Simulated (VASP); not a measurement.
Here is the system:

```xyz
2
Lattice="3.0114 0.0000 0.0000 0.0000 3.0177 0.0000 0.0000 0.0000 3.0244" Properties=species:S:1:pos:R:3 pbc="T T T"
Ti     0.0000     0.0000     0.0000
Co     1.5988     1.5089     1.5122
```

Calculation: PBE GGA, VASP's PBE PAW potentials (set 64) (plane waves; VASP). Numerical set-up: 400 eV cut-off, 11×11×11 Γ-centred mesh, first-order Methfessel-Paxton smearing of 0.30 eV, potentials Ti_sv Co.

Problem. Which forces act on the atoms, in eV/Å?

Solution. 
| atom | Fx | Fy | Fz |
|---|---|---|---|
| Ti1 | 0.334 | 0.000 | 0.000 |
| Co2 | -0.334 | 0.000 | 0.000 |

Problem. Give the stress tensor in GPa (positive for a compressed cell).

Solution. 
```
-8.17   0.00   0.00
 0.00  -7.96   0.00
 0.00   0.00  -8.05
```
The pressure is its mean diagonal, -8.06 GPa.

The compound is TiCo in the CsCl type structure. The cell was not relaxed at this level, atoms are displaced from their ideal sites. The run is one of a series of settings (SIGMA = 0.3 against the base run), some of them coarse on purpose. The run is not spin-polarised, so no magnetic state was tried. The electron count is odd and the run is not spin-polarised, which forces a metal.
